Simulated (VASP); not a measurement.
# Co: surface energy and work function by face, part 2 of 5

Aim: compare the low-index faces of Co at one level of theory.

VASP 6.6.1; PBEsol, spin-polarised from a ferromagnetic start; plane waves and PAW (Co).

Still holding for the runs below: The magnetic state follows from one typed start and may not be the lowest.

So far. Step 2 (The bulk reference, job relaxation, k-mesh 18×18×10): Energy at zero smearing: -15.47874 eV. The relaxed cell has a = 2.453, c = 3.961 Å (conventional setting).

### 3. The bulk reference, job self-consistent run, k-mesh 22×22×12

File INCAR:

```
SYSTEM = Co
PREC = Normal
ENCUT = 320
EDIFF = 1E-06
NELM = 120
ISMEAR = 1
SIGMA = 0.15
LREAL = .FALSE.
ALGO = Fast
GGA = PS
NBANDS = 19
ISPIN = 2
MAGMOM = 2 2
LASPH = .TRUE.
LMAXMIX = 4
LORBIT = 11
LWAVE = .FALSE.
LCHARG = .FALSE.
KPAR = 4
```

File POSCAR:

```
Co
1.0
    2.4531912211      0.0000000000      0.0000000000
   -1.2265956105      2.1245259178      0.0000000000
    0.0000000000      0.0000000000      3.9611132850
Co
2
Direct
    0.0000000000      0.0000000000      0.0000000000
    0.3333333333      0.6666666667      0.5000000000
```

File KPOINTS:

```
Automatic mesh
0
Gamma
22 22 12
0 0 0
```

Potentials, in the order of the species: Co (PBE family, release 64).

On the command line:

```
mpirun -np 4 vasp_std
```

What it wrote:

```text
[banner, memory and clock lines left out]
running    4 mpi-ranks, on    1 nodes
 distrk:  each k-point on    1 cores,    4 groups
 distr:  one band on    1 cores,    1 groups

 POSCAR found type information on POSCAR Co
 POSCAR found :  1 types and       2 ions
 [... a notice as in an earlier step ...]

 LDA part: xc-table for (Slater+PW92), standard interpolation
 POSCAR, INCAR and KPOINTS ok, starting setup
 FFT: planning ... GRIDC
 FFT: planning ... GRID_SOFT
 FFT: planning ... GRID
 WAVECAR not read
 entering main loop
       N       E                     dE             d eps       ncg     rms          rms(c)
DAV:   1     0.610847570613E+02    0.61085E+02   -0.56687E+03 30016   0.868E+02
DAV:   2    -0.152197516312E+02   -0.76305E+02   -0.68718E+02 28234   0.183E+02
DAV:   3    -0.178743990870E+02   -0.26546E+01   -0.25848E+01 30725   0.424E+01
DAV:   4    -0.179167900306E+02   -0.42391E-01   -0.42365E-01 35000   0.459E+00
DAV:   5    -0.179178054169E+02   -0.10154E-02   -0.10153E-02 31557   0.618E-01    0.165E+01
RMM:   6    -0.159018299335E+02    0.20160E+01   -0.81930E+00 32616   0.311E+01    0.698E+00
RMM:   7    -0.155551651490E+02    0.34666E+00   -0.87040E-01 32337   0.109E+01    0.432E+00
RMM:   8    -0.155134010518E+02    0.41764E-01   -0.27937E-02 38088   0.103E+00    0.182E+00
RMM:   9    -0.154980601084E+02    0.15341E-01   -0.76397E-03 39863   0.457E-01    0.459E-01
RMM:  10    -0.154972711401E+02    0.78897E-03   -0.13043E-03 37369   0.340E-01    0.135E-01
RMM:  11    -0.154972187224E+02    0.52418E-04   -0.50369E-04 42131   0.122E-01    0.539E-02
RMM:  12    -0.154972198526E+02   -0.11302E-05   -0.53488E-05 37904   0.465E-02    0.364E-02
RMM:  13    -0.154972196097E+02    0.24295E-06   -0.14458E-05 37666   0.387E-02    0.123E-02
RMM:  14    -0.154972166171E+02    0.29926E-05   -0.57514E-06 34569   0.197E-02    0.251E-03
RMM:  15    -0.154972166416E+02   -0.24563E-07   -0.18989E-06 20562   0.753E-03
   1 F= -.15497217E+02 E0= -.15497235E+02  d E =0.563268E-04  mag=     3.1459
```

Elapsed: 12 s, on 4 MPI ranks of Intel Xeon 6975P-C (Granite Rapids), shared host; peak memory 0.74 GiB.

OUTCAR, selected parts (step 3):

```text
  LATTYP: Found a hexagonal cell.
 ALAT       =     2.4531912211
 C/A-ratio  =     1.6146777515

 Found    364 irreducible k-points:

   k-points           NKPTS =    364   k-points in BZ     NKDIM =    364   number of bands    NBANDS=     19

   dimension x,y,z NGX =    12 NGY =   12 NGZ =   18
   dimension x,y,z NGXF=    24 NGYF=   24 NGZF=   36

   ENCUT  =  320.0 eV  23.52 Ry    4.85 a.u.   3.58  3.58  5.78*2*pi/ulx,y,z

   NELECT =      18.0000    total number of electrons

 E-fermi :  10.7899

 spin component 1
 k-point     1 :       0.0000    0.0000    0.0000
  band No.  band energies     occupation
    ...
      8       8.8799      1.00000
      9       8.8799      1.00000
     10      10.0832      1.00000
     11      10.0832      1.00000
     12      10.6461      1.02035
     13      17.6100      0.00000
     14      33.1180      0.00000
     15      36.1601      0.00000
     16      36.1602      0.00000
     17      36.3934      0.00000
    ...

 k-point     2 :       0.0455   -0.0000    0.0000
  band No.  band energies     occupation
    ...
      7       8.5370      1.00000
      8       8.8411      1.00000
      9       8.8559      1.00000
     10       9.6283      1.00000
     11      10.0938      1.00000
     12      11.1887     -0.00055
     13      17.6208      0.00000
     14      32.6601      0.00000
     15      34.6728      0.00000
     16      35.1344      0.00000
    ...

 k-point     3 :       0.0909   -0.0000    0.0000
  band No.  band energies     occupation
    ...
      7       8.6331      1.00000
      8       8.6611      1.00000
      9       8.7886      1.00000
     10       9.1399      1.00000
     11      10.1222      1.00000
     12      12.0049     -0.00000
     13      17.6554      0.00000
     14      31.1112      0.00000
     15      33.7094      0.00000
     16      33.7158      0.00000
    ...

 k-point     4 :       0.1364   -0.0000    0.0000
  band No.  band energies     occupation
    ...
      7       8.5672      1.00000
      8       8.6891      1.00000
      9       8.7869      1.00000
     10       8.9147      1.00000
     11      10.1604      1.00000
     12      12.9005     -0.00000
     13      17.7195      0.00000
     14      29.0435      0.00000
     15      32.3453      0.00000
     16      33.1806      0.00000
    ...

  Total        0.0228821      0.0228821      0.0019707      0.0000000     -0.0000000      0.0000000
  in kB        1.7758043      1.7758043      0.1529414      0.0000000     -0.0000000      0.0000000
  external PRESSURE =       1.2348500 kB  Pullay stress =       0.0000000 kB

  energy-cutoff  :      320.00
  volume of cell :       20.64
      direct lattice vectors                 reciprocal lattice vectors
     2.453191221  0.000000000  0.000000000     0.407632308  0.235346623  0.000000000
    -1.226595610  2.124525918  0.000000000     0.000000000  0.470693246  0.000000000
     0.000000000  0.000000000  3.961113285     0.000000000  0.000000000  0.252454279

 POSITION                                       TOTAL-FORCE (eV/Angst)
 -----------------------------------------------------------------------------------
      0.00000      0.00000      0.00000         0.000000      0.000000      0.000000
     -0.00000      1.41635      1.98056        -0.000000      0.000000      0.000000
 -----------------------------------------------------------------------------------
    total drift:                               -0.000000      0.000000     -0.000000

  FREE ENERGIE OF THE ION-ELECTRON SYSTEM (eV)
  ---------------------------------------------------
  free  energy   TOTEN  =       -15.4972166416 eV

  energy  without entropy=      -15.4972729684  energy(sigma->0) =      -15.49723542

 total charge
# of ion       s       p       d       tot
------------------------------------------
    1        0.511   0.570   7.282   8.363
    2        0.511   0.570   7.282   8.363
--------------------------------------------------
tot          1.022   1.140  14.564  16.725

 magnetization (x)
# of ion       s       p       d       tot
------------------------------------------
    1       -0.015  -0.052   1.646   1.579
    2       -0.015  -0.052   1.646   1.579
--------------------------------------------------
tot         -0.030  -0.104   3.292   3.158

[... 2 parts as in an earlier step ...]

[... 11 further parts left out ...]
```

This step gave:

```
electronic cycles                                 : 15
free energy (TOTEN)                               : -15.50 eV
Fermi energy                                      : 10.79 eV
moment of the cell, from the last line of the log : 3.146 μB
```

Energy at zero smearing: -15.49724 eV.

The run ends at a pressure of 0.12 GPa.

### 4. Surface relaxation, 8 atoms, face Co(0001)

System of this step: Co(0001). The cell holds 8 atoms: 8 Co. Its edges and angles: a = 2.453 Å, b = 2.453 Å, c = 28.864 Å, α = 90.0°, β = 90.0°, γ = 60.0°. It derives from Co. 8 layers of hcp Co, cut at this functional's lattice. Vacuum lies along c.

All atoms relax at the fixed cell.

File INCAR:

```
SYSTEM = Co
PREC = Normal
ENCUT = 320
EDIFF = 1E-05
NELM = 120
ISMEAR = 1
SIGMA = 0.15
LREAL = .FALSE.
ALGO = Fast
GGA = PS
NBANDS = 58
ISPIN = 2
MAGMOM = 2 2 2 2 2 2 2 2
LASPH = .TRUE.
LMAXMIX = 4
LORBIT = 11
LWAVE = .FALSE.
LCHARG = .FALSE.
KPAR = 4
IBRION = 2
NSW = 40
ISIF = 2
EDIFFG = -0.03
POTIM = 0.4
MAXMIX = 40
```

File POSCAR:

```
Co
1.0
    2.4531912211      0.0000000000      0.0000000000
    1.2265956106      2.1245259178      0.0000000000
    0.0000000000      0.0000000000     28.8638964975
Co
8
Direct
    0.6666666700      0.6666666700      0.2598401800
    0.0000000000      0.0000000000      0.3284572700
    0.6666666700      0.6666666700      0.3970743600
    0.0000000000      0.0000000000      0.4656914500
    0.6666666700      0.6666666700      0.5343085500
    0.0000000000      0.0000000000      0.6029256400
    0.6666666700      0.6666666700      0.6715427300
    0.0000000000      0.0000000000      0.7401598200
```

File KPOINTS:

```
Automatic mesh
0
Gamma
15 15 1
0 0 0
```

On the command line:

```
mpirun -np 4 vasp_std
```

What it wrote:

```text
[banner, memory and clock lines left out]
running    4 mpi-ranks, on    1 nodes
 distrk:  each k-point on    1 cores,    4 groups
 distr:  one band on    1 cores,    1 groups

 POSCAR found type information on POSCAR Co
 POSCAR found :  1 types and       8 ions
 [... a notice as in an earlier step ...]

 LDA part: xc-table for (Slater+PW92), standard interpolation
 POSCAR, INCAR and KPOINTS ok, starting setup
 FFT: planning ... GRIDC
 FFT: planning ... GRID_SOFT
 FFT: planning ... GRID
 WAVECAR not read
 entering main loop
       N       E                     dE             d eps       ncg     rms          rms(c)
DAV:   1     0.468601914639E+03    0.46860E+03   -0.23805E+04  6336   0.106E+03
DAV:   2    -0.286551301867E+02   -0.49726E+03   -0.45879E+03  6270   0.274E+02
DAV:   3    -0.692065125191E+02   -0.40551E+02   -0.37306E+02  6706   0.107E+02
DAV:   4    -0.699615548024E+02   -0.75504E+00   -0.75316E+00  6890   0.168E+01
DAV:   5    -0.699860974125E+02   -0.24543E-01   -0.24541E-01  9504   0.198E+00    0.326E+01
RMM:   6    -0.102222845652E+03   -0.32237E+02   -0.81036E+01  6264   0.614E+01    0.608E+01
RMM:   7    -0.103655519583E+03   -0.14327E+01   -0.16896E+01  6283   0.244E+01    0.655E+01
RMM:   8    -0.768481414528E+02    0.26807E+02   -0.17776E+01  6306   0.279E+01    0.504E+01
RMM:   9    -0.634032140098E+02    0.13445E+02   -0.10998E+01  6317   0.220E+01    0.365E+01
RMM:  10    -0.761081563605E+02   -0.12705E+02   -0.78590E+00  6319   0.171E+01    0.578E+01
RMM:  11    -0.573887147633E+02    0.18719E+02   -0.27936E+00  6310   0.119E+01    0.186E+01
RMM:  12    -0.588083881977E+02   -0.14197E+01   -0.59621E-01  6338   0.492E+00    0.230E+01
RMM:  13    -0.574387210226E+02    0.13697E+01   -0.10744E+00  6320   0.674E+00    0.112E+01
RMM:  14    -0.586302952505E+02   -0.11916E+01   -0.37502E-01  6327   0.276E+00    0.108E+01
RMM:  15    -0.591161850845E+02   -0.48589E+00   -0.88576E-01  6507   0.430E+00    0.683E+00
RMM:  16    -0.593531243662E+02   -0.23694E+00   -0.24582E-01  6311   0.207E+00    0.570E+00
RMM:  17    -0.593530250731E+02    0.99293E-04   -0.10124E-01  6325   0.138E+00    0.305E+00
RMM:  18    -0.594303778169E+02   -0.77353E-01   -0.39327E-02  6411   0.770E-01    0.240E+00
RMM:  19    -0.595680163574E+02   -0.13764E+00   -0.31743E-02  6466   0.571E-01    0.213E+00
RMM:  20    -0.597927153086E+02   -0.22470E+00   -0.16340E-01  6879   0.119E+00    0.233E+00
RMM:  21    -0.599917811888E+02   -0.19907E+00   -0.18751E-02  6338   0.540E-01    0.200E+00
RMM:  22    -0.600569327943E+02   -0.65152E-01   -0.45465E-03  6321   0.330E-01    0.145E+00
RMM:  23    -0.600920195425E+02   -0.35087E-01   -0.63658E-03  6406   0.255E-01    0.126E+00
RMM:  24    -0.601264255742E+02   -0.34406E-01   -0.10055E-02  6558   0.281E-01    0.102E+00
RMM:  25    -0.601576416258E+02   -0.31216E-01   -0.13549E-02  6692   0.330E-01    0.882E-01
RMM:  26    -0.601997127342E+02   -0.42071E-01   -0.59377E-03  6511   0.219E-01    0.923E-01
RMM:  27    -0.602239005153E+02   -0.24188E-01   -0.26058E-03  6401   0.171E-01    0.749E-01
RMM:  28    -0.602443145177E+02   -0.20414E-01   -0.94546E-04  6312   0.102E-01    0.479E-01
RMM:  29    -0.602968071099E+02   -0.52493E-01   -0.16944E-03  6580   0.145E-01    0.258E-01
RMM:  30    -0.603144494167E+02   -0.17642E-01   -0.35214E-04  6282   0.967E-02    0.223E-01
RMM:  31    -0.603234956104E+02   -0.90462E-02   -0.12787E-04  6201   0.561E-02    0.174E-01
RMM:  32    -0.603246556538E+02   -0.11600E-02   -0.23829E-05  4366   0.268E-02    0.150E-01
RMM:  33    -0.603247090312E+02   -0.53377E-04   -0.80052E-06  3844   0.150E-02    0.125E-01
RMM:  34    -0.603249576480E+02   -0.24862E-03   -0.76046E-06  3855   0.127E-02    0.105E-01
RMM:  35    -0.603263680499E+02   -0.14104E-02   -0.38607E-05  4395   0.201E-02    0.644E-02
RMM:  36    -0.603273812401E+02   -0.10132E-02   -0.30486E-05  4342   0.166E-02    0.334E-02
RMM:  37    -0.603277082514E+02   -0.32701E-03   -0.87515E-06  3998   0.103E-02    0.233E-02
RMM:  38    -0.603277947341E+02   -0.86483E-04   -0.14834E-06  3750   0.566E-03    0.129E-02
RMM:  39    -0.603278831451E+02   -0.88411E-04   -0.82378E-07  3689   0.493E-03    0.989E-03
RMM:  40    -0.603279466966E+02   -0.63551E-04   -0.66626E-07  3557   0.499E-03    0.690E-03
RMM:  41    -0.603279758640E+02   -0.29167E-04   -0.63876E-07  3515   0.472E-03    0.173E-03
RMM:  42    -0.603279847512E+02   -0.88871E-05   -0.23411E-07  2674   0.336E-03
   1 F= -.60327985E+02 E0= -.60329924E+02  d E =-.603280E+02  mag=    12.9240
 curvature:   0.00 expect dE= 0.000E+00 dE for cont linesearch  0.000E+00
 trial: gam= 0.00000 g(F)=  0.290E-01 g(S)=  0.000E+00 ort = 0.000E+00 (trialstep = 0.100E+01)
 search vector abs. value=  0.290E-01
 bond charge predicted
       N       E                     dE             d eps       ncg     rms          rms(c)
DAV:   1    -0.603336071997E+02   -0.56313E-02   -0.44931E+00  6664   0.749E+00    0.102E+00
RMM:   2    -0.603418527866E+02   -0.82456E-02   -0.66461E-02  6264   0.183E+00    0.737E-01
RMM:   3    -0.603478929376E+02   -0.60402E-02   -0.14524E-02  6326   0.632E-01    0.337E-01
RMM:   4    -0.603481861579E+02   -0.29322E-03   -0.44323E-03  7336   0.319E-01    0.320E-01
RMM:   5    -0.603480780872E+02    0.10807E-03   -0.47789E-04  6377   0.109E-01    0.145E-01
RMM:   6    -0.603480133874E+02    0.64700E-04   -0.15469E-04  6322   0.635E-02    0.726E-02
RMM:   7    -0.603481350952E+02   -0.12171E-03   -0.51863E-05  5191   0.319E-02    0.622E-02
RMM:   8    -0.603484719276E+02   -0.33683E-03   -0.18804E-05  4358   0.220E-02    0.349E-02
RMM:   9    -0.603485805174E+02   -0.10859E-03   -0.10531E-05  3991   0.159E-02    0.134E-02
RMM:  10    -0.603485802185E+02    0.29890E-06   -0.31209E-06  3804   0.825E-03
   2 F= -.60348580E+02 E0= -.60349893E+02  d E =-.205955E-01  mag=    12.9366
[...]
3 F= -.60352503E+02 E0= -.60353445E+02  d E =-.245180E-01  mag=    12.9447
[...]
4 F= -.60352512E+02 E0= -.60353472E+02  d E =-.245269E-01  mag=    12.9445
 curvature:  -0.79 expect dE=-0.350E-03 dE for cont linesearch -0.189E-04
 ZBRENT: accuracy reached
 trial: gam=-0.01340 g(F)=  0.445E-03 g(S)=  0.000E+00 ort = 0.834E-03 (trialstep = 0.112E+01)
 search vector abs. value=  0.428E-03
 bond charge predicted
       N       E                     dE             d eps       ncg     rms          rms(c)
DAV:   1    -0.603526774399E+02   -0.16716E-03   -0.80747E-02  6504   0.101E+00    0.154E-01
RMM:   2    -0.603526526655E+02    0.24774E-04   -0.11201E-03  6264   0.237E-01    0.815E-02
RMM:   3    -0.603528427157E+02   -0.19005E-03   -0.22764E-04  6295   0.774E-02    0.371E-02
RMM:   4    -0.603528452693E+02   -0.25536E-05   -0.56752E-05  5297   0.367E-02
   5 F= -.60352845E+02 E0= -.60353788E+02  d E =-.333650E-03  mag=    12.9449
 trial-energy change:   -0.000334  1 .order   -0.000366   -0.000488   -0.000243
 step:   2.2427(harm=  2.2427)  dis= 0.00452  next Energy=   -60.352998 (dE=-0.487E-03)
 reached required accuracy - stopping structural energy minimisation
```

The job ended after 93 s (4 MPI ranks; peak memory 1.1 GiB).

OUTCAR, selected parts (step 4):

```text
  LATTYP: Found a hexagonal cell.
 ALAT       =     2.4531912211
 C/A-ratio  =    11.7658567539

 Subroutine GETGRP returns: Found 12 space group operations
 (whereof  6 operations were pure point group operations)

The static configuration has the point symmetry C_3v.
 The point group associated with its full space group is D_3d.

 Found     27 irreducible k-points:

   k-points           NKPTS =     27   k-points in BZ     NKDIM =     27   number of bands    NBANDS=     58

   dimension x,y,z NGX =    12 NGY =   12 NGZ =  126
   dimension x,y,z NGXF=    24 NGYF=   24 NGZF=  252

   ENCUT  =  320.0 eV  23.52 Ry    4.85 a.u.   3.58  3.58 42.10*2*pi/ulx,y,z

   NELECT =      72.0000    total number of electrons

 E-fermi :   3.7163

 spin component 1
 k-point     1 :       0.0000    0.0000    0.0000
  band No.  band energies     occupation
    ...
     44       2.9208      1.00000
     45       2.9208      1.00000
     46       2.9763      1.00000
     47       2.9763      1.00000
     48       3.4537      1.01638
     49       3.7633      0.24899
     50       8.5546      0.00000
     51       8.7728      0.00000
     52       9.8468      0.00000
     53      10.8253      0.00000
    ...

 k-point     2 :       0.0667   -0.0000    0.0000
  band No.  band energies     occupation
    ...
     43       2.8693      1.00000
     44       2.9338      1.00000
     45       2.9747      1.00000
     46       2.9952      1.00000
     47       3.4088      1.00678
     48       4.0808     -0.00158
     49       4.4649     -0.00000
     50       8.7029      0.00000
     51       8.9136      0.00000
     52       9.9889      0.00000
    ...

 k-point     3 :       0.1333    0.0000    0.0000
  band No.  band energies     occupation
    ...
     42       2.8380      1.00000
     43       2.8807      1.00000
     44       2.9642      1.00000
     45       3.0402      1.00000
     46       3.4019      1.00579
     47       4.1668     -0.00009
     48       5.0423     -0.00000
     49       5.6135     -0.00000
     50       9.1473      0.00000
     51       9.3283      0.00000
    ...

 k-point     4 :       0.2000   -0.0000    0.0000
  band No.  band energies     occupation
    ...
     41       2.7359      1.00000
     42       2.8939      1.00000
     43       2.9979      1.00000
     44       3.0905      1.00000
     45       3.1604      1.00000
     46       3.9647     -0.02051
     47       5.0022     -0.00000
     48       6.1105     -0.00000
     49       6.9107      0.00000
     50       9.8860      0.00000
    ...

  Total       -1.4880877     -1.4880877     -0.4077686     -0.0000000      0.0000000     -0.0000000
  in kB      -15.8485929    -15.8485929     -4.3428618     -0.0000000      0.0000000     -0.0000000
  external PRESSURE =     -12.0133492 kB  Pullay stress =       0.0000000 kB

  energy-cutoff  :      320.00
  volume of cell :      150.43
      direct lattice vectors                 reciprocal lattice vectors
     2.453191221  0.000000000  0.000000000     0.407632308 -0.235346623  0.000000000
     1.226595611  2.124525918  0.000000000     0.000000000  0.470693246  0.000000000
     0.000000000  0.000000000 28.863896498     0.000000000  0.000000000  0.034645357

 POSITION                                       TOTAL-FORCE (eV/Angst)
 -----------------------------------------------------------------------------------
      2.45319      1.41635      7.52388         0.000000      0.000000      0.029556
      2.45319      0.00000      9.45180        -0.000000     -0.000000      0.007535
      2.45319      1.41635     11.47037        -0.000000      0.000000     -0.020902
      0.00000      0.00000     13.43607        -0.000000     -0.000000     -0.012004
      2.45319      1.41635     15.42783         0.000000      0.000000      0.012004
      3.67979      2.12453     17.39353         0.000000      0.000000      0.020902
      2.45319      1.41635     19.41209         0.000000      0.000000     -0.007535
      0.00000      0.00000     21.34001        -0.000000     -0.000000     -0.029556
 -----------------------------------------------------------------------------------
    total drift:                                0.000002      0.000001     -0.000002

  FREE ENERGIE OF THE ION-ELECTRON SYSTEM (eV)
  ---------------------------------------------------
  free  energy   TOTEN  =       -60.3528452693 eV

  energy  without entropy=      -60.3556749481  energy(sigma->0) =      -60.35378850

 total charge
# of ion       s       p       d       tot
------------------------------------------
    1        0.504   0.447   7.252   8.203
    2        0.510   0.573   7.283   8.367
    3        0.509   0.564   7.280   8.353
    4        0.511   0.571   7.282   8.364
    5        0.511   0.571   7.282   8.364
    6        0.509   0.564   7.280   8.353
    7        0.510   0.573   7.283   8.367
    8        0.504   0.447   7.252   8.203
--------------------------------------------------
tot          4.068   4.310  58.195  66.573

 magnetization (x)
# of ion       s       p       d       tot
------------------------------------------
    1       -0.011  -0.037   1.746   1.698
    2       -0.015  -0.051   1.697   1.631
    3       -0.015  -0.052   1.651   1.584
    4       -0.015  -0.053   1.651   1.583
    5       -0.015  -0.053   1.651   1.583
    6       -0.015  -0.052   1.651   1.584
    7       -0.015  -0.051   1.697   1.631
    8       -0.011  -0.037   1.746   1.698
--------------------------------------------------
tot         -0.111  -0.386  13.488  12.991

[... 1 part as in an earlier step ...]

[... 11 further parts left out ...]
```

The run keeps the 12 symmetry operations of its start, so it cannot find a distortion of lower symmetry.

(Part 2 of 5 ends here.)

[Lines on the potential files, build, host, timing and source positions are cut from VASP's logs without a mark.]

[Logs are printed without paths, hosts, clocks, repeated set-up lines and the standing remarks that a program may print on its own settings, such as how far it seeks lower states.]

[Hosts, paths, dates, database ids (printed as entryN), source tags and the programs' standing remarks are cut or masked in the printed files.]

[Runs that stopped without an error message from VASP are left out.]
